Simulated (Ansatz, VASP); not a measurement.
# P4S7 (P4S7 (P2_1/c)) in two plane-wave programs

Wanted: the spread between two codes on one cell, functional and k mesh. The structure shown is the start of the Ansatz relaxation below; VASP solves that cell, so the two are compared at the walk's first step.

Method: plane waves, with VASP 6.6.1 beside it; single point at PBEsol, in Ansatz 0.2.0.

## 1. Set-up

The cell holds 44 atoms: 16 P and 28 S. Cell: a = 6.994 Å, b = 17.828 Å, c = 11.165 Å, α = 90.0°, β = 125.2°, γ = 90.0°.

## 2. Ansatz: relaxation, PBEsol

Ansatz runs on its default PAW (the set named soft_2) files.

The two programs are compared at the cell with which this relaxation starts, whose forces are those of its first step.

Contents of input.yaml:

```yaml
crystal:
  lattice:
    - [6.9936093, 0.0, 0.0]
    - [0.0, 17.827989, 0.0]
    - [-6.4316313, 0.0, 9.1265454]
  atoms:
    - { symbol: P, position: [0.58068223, 0.3789804, 0.28326101] }
    - { symbol: P, position: [0.41931777, 0.8789804, 0.21673899] }
    - { symbol: P, position: [0.41931777, 0.6210196, 0.71673899] }
    - { symbol: P, position: [0.58068223, 0.1210196, 0.78326101] }
    - { symbol: P, position: [0.88433634, 0.29332767, 0.35245967] }
    - { symbol: P, position: [0.11566366, 0.79332767, 0.14754033] }
    - { symbol: P, position: [0.11566366, 0.70667233, 0.64754033] }
    - { symbol: P, position: [0.88433634, 0.20667233, 0.85245967] }
    - { symbol: P, position: [0.99336033, 0.45780368, 0.2703345] }
    - { symbol: P, position: [0.00663967, 0.95780368, 0.2296655] }
    - { symbol: P, position: [0.00663967, 0.54219632, 0.7296655] }
    - { symbol: P, position: [0.99336033, 0.04219632, 0.7703345] }
    - { symbol: P, position: [0.58992121, 0.33232423, 0.00250647] }
    - { symbol: P, position: [0.41007879, 0.83232423, 0.49749353] }
    - { symbol: P, position: [0.41007879, 0.66767577, 0.99749353] }
    - { symbol: P, position: [0.58992121, 0.16767577, 0.50250647] }
    - { symbol: S, position: [0.82160365, 0.42190721, 0.04997268] }
    - { symbol: S, position: [0.17839635, 0.92190721, 0.45002732] }
    - { symbol: S, position: [0.17839635, 0.57809279, 0.95002732] }
    - { symbol: S, position: [0.82160365, 0.07809279, 0.54997268] }
    - { symbol: S, position: [0.19724712, 0.53904285, 0.30261098] }
    - { symbol: S, position: [0.80275288, 0.03904285, 0.19738902] }
    - { symbol: S, position: [0.80275288, 0.46095715, 0.69738902] }
    - { symbol: S, position: [0.19724712, 0.96095715, 0.80261098] }
    - { symbol: S, position: [0.43439761, 0.30621, 0.79950957] }
    - { symbol: S, position: [0.56560239, 0.80621, 0.70049043] }
    - { symbol: S, position: [0.56560239, 0.69379, 0.20049043] }
    - { symbol: S, position: [0.43439761, 0.19379, 0.29950957] }
    - { symbol: S, position: [0.73923769, 0.48375214, 0.30682452] }
    - { symbol: S, position: [0.26076231, 0.98375214, 0.19317548] }
    - { symbol: S, position: [0.26076231, 0.51624786, 0.69317548] }
    - { symbol: S, position: [0.73923769, 0.01624786, 0.80682452] }
    - { symbol: S, position: [0.16311738, 0.36588455, 0.40934071] }
    - { symbol: S, position: [0.83688262, 0.86588455, 0.09065929] }
    - { symbol: S, position: [0.83688262, 0.63411545, 0.59065929] }
    - { symbol: S, position: [0.16311738, 0.13411545, 0.90934071] }
    - { symbol: S, position: [0.77755947, 0.24494326, 0.14987753] }
    - { symbol: S, position: [0.22244053, 0.74494326, 0.35012247] }
    - { symbol: S, position: [0.22244053, 0.75505674, 0.85012247] }
    - { symbol: S, position: [0.77755947, 0.25505674, 0.64987753] }
    - { symbol: S, position: [0.35667125, 0.36219113, 0.05446107] }
    - { symbol: S, position: [0.64332875, 0.86219113, 0.44553893] }
    - { symbol: S, position: [0.64332875, 0.63780887, 0.94553893] }
    - { symbol: S, position: [0.35667125, 0.13780887, 0.55446107] }
basis:
  ecutwfc: 420
  xc_grid: 2
hamiltonian:
  xc: pbesol
kpoints:
  mp_grid: { grid: [5, 2, 3] }
scf:
  occupations: { method: fermi_dirac, width: 0.01 }
  max_iter: 150
output:
  forces: true
  stress: true
relax:
  f_tol: 0.01
  max_steps: 60
  cell: {}
checkpoint:
  write: "../pbesol.run"
  compress: false
  write_wavefunctions: false
  write_every: 100000
```

Started as:

```
> ansatz run input.yaml --threads 4 --pin off --max-ram 6594MiB --backend cpu --events-out ev --progress --plain --runs-dir out
```

Numbers of over 12 decimals in the logs are rounded to 6 here.

The log of the run:

```text
Engine: ansatz 0.2.0, x86_64-unknown-linux-gnu
Pseudopotentials: kind: paw
Pseudopotential: P, paw, valence charge 5, recommended cutoff 420 eV (normal), P.paw.azcp
Pseudopotential: S, paw, valence charge 6, recommended cutoff 420 eV (normal), S.paw.azcp
Functional definition: PBEsol
  exchange = pbesol_x
  correlation = pbesol_c
Crystal: 44 atoms, lattice volume = 1137.916 Å³
Basis set: ecut = 420 eV, 22277 PW (Γ), exchange–correlation on 96×240×150 points (8 copies of the dense FFT grid, shifted against one another)
Bands: 168, of which v1, the nominal top of the filled ones, is band 124 counted from 1 (123 counted from 0)
Symmetry: 4 space group operations
Space group: P21/c (ITA 14), of the structure as read, at distance tolerance 1.0e-4 Å
k-points: 16 of 30
Non-local potential: P, projectors of the file, l = 0: 2, l = 1: 2, l = 2: 2
Non-local potential: S, projectors of the file, l = 0: 2, l = 1: 2, l = 2: 2
PAW form: soft (Blöchl's): semilocal exchange-correlation on the pseudo side does not see the compensation charge
PAW frozen core: P, regenerated for the run's functional, and the local potential with it (the file was generated under x = pbe(κ = 0.804, μ = 0.219515), c = pbe(β = 0.066725))
PAW frozen core: S, regenerated for the run's functional, and the local potential with it (the file was generated under x = pbe(κ = 0.804, μ = 0.219515), c = pbe(β = 0.066725))
PAW one-centre angular grid: P, 110 points (default); XC on 64 Gauss nodes
PAW one-centre angular grid: S, 110 points (default); XC on 64 Gauss nodes
Initial density: superposition of atomic densities (neutral atoms: chi_scale 0, normalization atom), corrected by the library's trained network
Initial wavefunctions: pseudopotential atomic-orbital guess
Functional: x = pbesol(κ = 0.804, μ = 0.123457), c = pbesol(β = 0.046)
SCF iter   1: F=—  HF=-36625.442470 eV  |F-HF|=—  |Δ(HF+E_count)|=         —  Δρ=3.73e-3  dr2=2.57e-1  ethr=1.77e-3  ⟨swp⟩=8.2  Hψ=14488  notcnv=0  defer=141
preconditioner: auto → Resta (q_TF=auto, 2.116 Å⁻¹)  ε∞=4.2  [insulator: Δε(μ)=2.573 eV  Ē_g=9.721 eV  σ=0.010 eV  W_gap=1.00  n_scr=186 (ndim 8)  ℏωp=17.3 eV  f_vac=0.040  D(μ)=0.00/eV (n_scr^D=0)  ε∞_Penn≈4.2]
SCF iter   2: F=—  HF=-36625.391237 eV  |F-HF|=—  |Δ(HF+E_count)|=   5.12e-2  Δρ=1.92e-3  dr2=5.77e-2  ethr=1.04e-4  ⟨swp⟩=2.4  Hψ=4473  notcnv=0  defer=600
SCF iter   3: F=—  HF=-36625.390078 eV  |F-HF|=—  |Δ(HF+E_count)|=   1.16e-3  Δρ=5.17e-4  dr2=7.36e-3  ethr=2.33e-5  ⟨swp⟩=3.2  Hψ=3829  notcnv=0  defer=600
SCF iter   4: F=—  HF=-36625.390387 eV  |F-HF|=—  |Δ(HF+E_count)|=   3.09e-4  Δρ=1.98e-4  dr2=6.83e-4  ethr=2.97e-6  ⟨swp⟩=3.0  Hψ=5267  notcnv=0  defer=600
SCF iter   5: F=—  HF=-36625.390950 eV  |F-HF|=—  |Δ(HF+E_count)|=   5.64e-4  Δρ=6.43e-5  dr2=7.05e-5  ethr=2.75e-7  ⟨swp⟩=2.0  Hψ=3589  notcnv=0  defer=600
SCF iter   6: F=—  HF=-36625.391272 eV  |F-HF|=—  |Δ(HF+E_count)|=   3.22e-4  Δρ=1.81e-5  dr2=6.60e-6  ethr=2.84e-8  ⟨swp⟩=2.0  Hψ=4040  notcnv=0  defer=600
SCF iter   7: F=—  HF=-36625.391281 eV  |F-HF|=—  |Δ(HF+E_count)|=   8.30e-6  Δρ=6.10e-6  dr2=8.21e-7  ethr=2.66e-9  ⟨swp⟩=3.0  Hψ=5550  notcnv=0  defer=600
SCF iter   8: F=—  HF=-36625.391281 eV  |F-HF|=—  |Δ(HF+E_count)|=   6.39e-7  Δρ=2.03e-6  dr2=1.08e-7  ethr=3.31e-10  ⟨swp⟩=2.0  Hψ=3688  notcnv=0  defer=600
SCF iter   9: F=-36625.391281 eV  HF=-36625.391281 eV  |F-HF|=5.55e-9  |Δ(HF+E_count)|=   5.01e-8  Δρ=5.23e-7  dr2=4.97e-9  ethr=4.03e-11  ⟨swp⟩=4.0  Hψ=8192  notcnv=0
SCF 1 converged in 9 iterations: F = -36625.391281 eV  dr2 = 4.97e-9
  greatest PAW one-centre occupation: 0.868 electrons in one spin orbital (limit 2), on the S atom at site 19 (counted from 0), in its partial waves of l = 0
relax step   1: F+E_penalty+E_count = -36625.39128130 eV  Δ(F+E_penalty+E_count) = +0.000e0 eV  max|allowed force component| = 3.659e-1 eV/Å  Δτ_max = 0.0000 Å  P = +0.442 GPa  Ω = 1137.916 Å³  (9 SCF iters, dr2 threshold 1.00e-7 eV, accepted)
Crystal: 44 atoms, lattice volume = 1078.626 Å³
Basis set: ecut = 420 eV, 21101 PW (Γ), exchange–correlation on 96×240×150 points (8 copies of the dense FFT grid, shifted against one another)
Initial density: handed on by an earlier stage of this run
Initial wavefunctions: those handed on with the density
iter 1 solved again at ethr=2.77e-4 eV; its pass at ethr=3.10e-3 eV (dr2=6.87e-1 eV) is discarded
SCF iter   1: F=—  HF=-36625.660776 eV  |F-HF|=—  |Δ(HF+E_count)|=         —  Δρ=1.05e-2  dr2=6.86e-1  ethr=2.77e-4  ⟨swp⟩=4.4  Hψ=16586  notcnv=0  defer=1
preconditioner: auto → Resta (q_TF=auto, 2.135 Å⁻¹)  ε∞=4.4  [insulator: Δε(μ)=2.399 eV  Ē_g=9.724 eV  σ=0.010 eV  W_gap=1.00  n_scr=176 (ndim 8)  ℏωp=17.8 eV  f_vac=0.021  D(μ)=0.00/eV (n_scr^D=0)  ε∞_Penn≈4.4]
SCF iter   2: F=—  HF=-36625.539948 eV  |F-HF|=—  |Δ(HF+E_count)|=   1.21e-1  Δρ=5.51e-3  dr2=1.66e-1  ethr=2.76e-4  ⟨swp⟩=2.6  Hψ=3299  notcnv=0
[...]
SCF iter   4: F=—  HF=-36625.599512 eV  |F-HF|=—  |Δ(HF+E_count)|=   3.53e-8  Δρ=4.97e-7  dr2=4.30e-9  ethr=3.73e-11  ⟨swp⟩=2.0  Hψ=3740  notcnv=0
SCF iter   5: F=—  HF=-36625.599512 eV  |F-HF|=—  |Δ(HF+E_count)|=  7.20e-10  Δρ=2.04e-7  dr2=5.20e-10  ethr=1.73e-12  ⟨swp⟩=2.4  Hψ=4770  notcnv=0
[...]
SCF converged after 6 iterations
Free energy (F): -36625.599512 eV
Harris-Foulkes:  -36625.599512 eV  (|F-HF|=1.46e-11)
Internal energy: -36625.599512 eV  (E = F + TS)
E sigma→0 (E₀):  -36625.599512 eV
Fermi energy:    4.397718 eV
--- Per-component energies (eV) ---
  E_band       = -657.218893
  E_kinetic    = 4116.498332
  E_local      = -7189.170732  (includes V_loc(G=0)·N_el)
  E_nonlocal   = 1344.663415
  E_hartree    = 2367.355098
  E_xc         = -3656.944096
  E_vxc        = -3402.192279  (∫ρ·V_xc dr)
  E_paw        = -25221.225135  (= ΣΔE_a)
  E_vpaw       = -261.728173  (= ΣTr[D̂ρ^β])
  E_aug_tail   = 0.000102  (compensation charges beyond the density's cutoff)
  E_ewald      = -8389.248613
  E_core_change = 2.472118  (= ΣΔE_core)
  E_smearing   = -0.000000  (= −TS)
  E_closure    = 0.000000  (closes the sum)
  Σ components = -36625.599512   (vs F -36625.599512, Δ=0.00e0)
--- Forces (eV/Å), atoms counted from 1 ---
  atom   1  P     -0.00308078    -0.00281192     0.00719144
  atom   2  P      0.00308078    -0.00281192    -0.00719144
  atom   3  P      0.00308078     0.00281192    -0.00719144
  atom   4  P     -0.00308078     0.00281192     0.00719144
  atom   5  P     -0.00280820    -0.00114617     0.00140743
  atom   6  P      0.00280820    -0.00114617    -0.00140743
  atom   7  P      0.00280820     0.00114617    -0.00140743
  atom   8  P     -0.00280820     0.00114617     0.00140743
  atom   9  P     -0.00100711     0.00345666     0.00182028
  atom  10  P      0.00100711     0.00345666    -0.00182028
  atom  11  P      0.00100711    -0.00345666    -0.00182028
  atom  12  P     -0.00100711    -0.00345666     0.00182028
  atom  13  P      0.00223861     0.00555126     0.00161458
  atom  14  P     -0.00223861     0.00555126    -0.00161458
  atom  15  P     -0.00223861    -0.00555126    -0.00161458
  atom  16  P      0.00223861    -0.00555126     0.00161458
  atom  17  S     -0.00342204    -0.00134846    -0.00277645
  atom  18  S      0.00342204    -0.00134846     0.00277645
  atom  19  S      0.00342204     0.00134846     0.00277645
  atom  20  S     -0.00342204     0.00134846    -0.00277645
  atom  21  S      0.00264341     0.00402672     0.00149395
  atom  22  S     -0.00264341     0.00402672    -0.00149395
  atom  23  S     -0.00264341    -0.00402672    -0.00149395
  atom  24  S      0.00264341    -0.00402672     0.00149395
[...]
atom  37  S      0.00226959    -0.00471232    -0.00157181
  atom  38  S     -0.00226959    -0.00471232     0.00157181
  atom  39  S     -0.00226959     0.00471232     0.00157181
  atom  40  S      0.00226959     0.00471232    -0.00157181
  atom  41  S      0.00210475    -0.00192014    -0.00261669
  atom  42  S     -0.00210475    -0.00192014     0.00261669
  atom  43  S     -0.00210475     0.00192014     0.00261669
  atom  44  S      0.00210475     0.00192014    -0.00261669
  max |Σ_I F_I| component: 1.30e-18 eV/Å
--- Stress (GPa, compression-positive) ---
       -0.000169       0.000000       0.001723
        0.000000       0.016011       0.000000
        0.001723       0.000000       0.028189
  P = ⅓ Tr σ = 0.0147 GPa (0.147 kbar)
--- Relaxed structure (19 steps of the walk, 15 accepted, 1 SCFs on fresh bases) ---
  F+E_penalty+E_count = -36625.59951206 eV   max|allowed force component| = 9.786e-3 eV/Å   (the final SCF, on the basis selected at the relaxed cell)
  cell:  # Å, volume = 1065.6341 Å³
    - [6.886400, 0.0, 0.190942]
    - [0.0, 16.999262, 0.0]
    - [-6.083861, 0.0, 8.934337]
  atoms:
    - { symbol: P, position: [0.566914, 0.369715, 0.286936] }
    - { symbol: P, position: [0.433086, 0.869715, 0.213064] }
    - { symbol: P, position: [0.433086, 0.630285, 0.713064] }
    - { symbol: P, position: [0.566914, 0.130285, 0.786936] }
    - { symbol: P, position: [0.853165, 0.277006, 0.337694] }
    - { symbol: P, position: [0.146835, 0.777006, 0.162306] }
    - { symbol: P, position: [0.146835, 0.722994, 0.662306] }
    - { symbol: P, position: [0.853165, 0.222994, 0.837694] }
    - { symbol: P, position: [0.980763, 0.451109, 0.265206] }
    - { symbol: P, position: [0.019237, 0.951109, 0.234794] }
    - { symbol: P, position: [0.019237, 0.548891, 0.734794] }
    - { symbol: P, position: [0.980763, 0.048891, 0.765206] }
    - { symbol: P, position: [0.569678, 0.328767, -0.00807618] }
    - { symbol: P, position: [0.430322, 0.828767, 0.508076] }
    - { symbol: P, position: [0.430322, 0.671233, 1.008076] }
    - { symbol: P, position: [0.569678, 0.171233, 0.491924] }
    - { symbol: S, position: [0.806053, 0.420669, 0.039153] }
    - { symbol: S, position: [0.193947, 0.920669, 0.460847] }
    - { symbol: S, position: [0.193947, 0.579331, 0.960847] }
    - { symbol: S, position: [0.806053, 0.079331, 0.539153] }
    - { symbol: S, position: [0.195204, 0.533929, 0.296777] }
    - { symbol: S, position: [0.804796, 0.033929, 0.203223] }
    - { symbol: S, position: [0.804796, 0.466071, 0.703223] }
    - { symbol: S, position: [0.195204, 0.966071, 0.796777] }
    - { symbol: S, position: [0.413484, 0.307354, 0.782363] }
    - { symbol: S, position: [0.586516, 0.807354, 0.717637] }
    - { symbol: S, position: [0.586516, 0.692646, 0.217637] }
    - { symbol: S, position: [0.413484, 0.192646, 0.282363] }
    - { symbol: S, position: [0.735228, 0.479441, 0.315507] }
    - { symbol: S, position: [0.264772, 0.979441, 0.184493] }
    - { symbol: S, position: [0.264772, 0.520559, 0.684493] }
    - { symbol: S, position: [0.735228, 0.020559, 0.815507] }
    - { symbol: S, position: [0.138971, 0.350646, 0.392841] }
    - { symbol: S, position: [0.861029, 0.850646, 0.107159] }
    - { symbol: S, position: [0.861029, 0.649354, 0.607159] }
    - { symbol: S, position: [0.138971, 0.149354, 0.892841] }
    - { symbol: S, position: [0.744076, 0.231745, 0.125798] }
    - { symbol: S, position: [0.255924, 0.731745, 0.374202] }
    - { symbol: S, position: [0.255924, 0.768255, 0.874202] }
    - { symbol: S, position: [0.744076, 0.268255, 0.625798] }
    - { symbol: S, position: [0.340802, 0.359381, 0.055043] }
    - { symbol: S, position: [0.659198, 0.859381, 0.444957] }
    - { symbol: S, position: [0.659198, 0.640619, 0.944957] }
    - { symbol: S, position: [0.340802, 0.140619, 0.555043] }
```

Reading the cycles: dr2 is the Hartree energy of the density residual (eV), the measure of convergence; HF is the Harris–Foulkes estimate of the energy, which meets the free energy F at convergence.

(Continued in part 2 of 2.)

[Lines on the potential files, build, host, timing and source positions are cut from VASP's logs without a mark.]

[Logs are printed without paths, hosts, clocks, repeated set-up lines and the standing remarks that a program may print on its own settings, such as how far it seeks lower states.]

[Hosts, paths, dates, database ids (printed as entryN), source tags and the programs' standing remarks are cut or masked in the printed files.]
